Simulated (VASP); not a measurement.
An input for Quantum ESPRESSO's pw.x (written as the equivalent of a VASP run, and not itself run):

```
&CONTROL
  calculation = 'vc-relax'
  pseudo_dir = './pseudo'
  outdir = './out'
  tprnfor = .true.
  tstress = .true.
  nstep = 40
  forc_conv_thr = 0.00078
/
&SYSTEM
  ibrav = 0
  nat = 6
  ntyp = 2
  ecutwfc = 80
  occupations = 'smearing'
  smearing = 'methfessel-paxton'
  degauss = 0.00735
  input_dft = 'pbe'
/
&ELECTRONS
  conv_thr = 7.3e-08
  electron_maxstep = 100
/
&IONS
/
&CELL
  press = 450
/
ATOMIC_SPECIES
  Mo 95.950 Mo.upf
  S 32.060 S.upf
CELL_PARAMETERS angstrom
     1.4646504   -2.5368428    0.0000000
     1.4646504    2.5368428    0.0000000
     0.0000000   -0.0000000   10.6116321
ATOMIC_POSITIONS crystal
  Mo   0.3333330  0.6666670  0.2500000
  Mo   0.6666670  0.3333330  0.7500000
  S    0.3333330  0.6666670  0.8993169
  S    0.6666670  0.3333330  0.3993169
  S    0.6666670  0.3333330  0.1006831
  S    0.3333330  0.6666670  0.6006831
K_POINTS automatic
  12 12 3 0 0 0
```

### Question
Write the VASP files for the same calculation (PBE).

### Answer
One answer among several that fit: 
File KPOINTS:
```
Automatic mesh
0
Gamma
12 12 3
0 0 0
```

**INCAR**
```
PSTRESS = 450   ! kbar
PREC = Accurate
GGA = PE
IBRION = 2   ! conjugate gradients
ALGO = Normal   ! blocked Davidson
LWAVE = F
ISIF = 3
LCHARG = F
NSW = 40   ! most ionic steps
LREAL = F
LMAXMIX = 4   ! l cut-off of mixed one-centre charges
SYSTEM = MoS2
EDIFF = 1E-6
ISMEAR = 1
SIGMA = 0.1
ENCUT = 500   ! plane-wave cut-off (eV)
LASPH = T
NELM = 100
EDIFFG = -0.02
```

File POSCAR:
```
MoS2
1
    1.4646504149    -2.5368427730     0.0000000000
    1.4646504149     2.5368427730     0.0000000000
    0.0000000000    -0.0000000000    10.6116320880
Mo S
2 4
Direct
  0.3333330000   0.6666670000   0.2500000000
  0.6666670000   0.3333330000   0.7500000000
  0.3333330000   0.6666670000   0.8993168991
  0.6666670000   0.3333330000   0.3993168991
  0.6666670000   0.3333330000   0.1006831009
  0.3333330000   0.6666670000   0.6006831009
```

POTCAR, in this order: Mo_sv S (PBE.64 set). Program: vasp_std.

The two are equivalent in intent, not identical: the potentials are each code's own (VASP's PAW set, PseudoDojo norm-conserving files in pw.x), so ENCUT and ecutwfc are chosen apart and not converted; conv_thr bounds pw.x's estimated SCF error, while EDIFF bounds the energy change between steps; forc_conv_thr acts on force components and is met together with etot_conv_thr.

The compound is MoS2 in the 2H layered structure. It was relaxed first under an external pressure of 45 GPa.
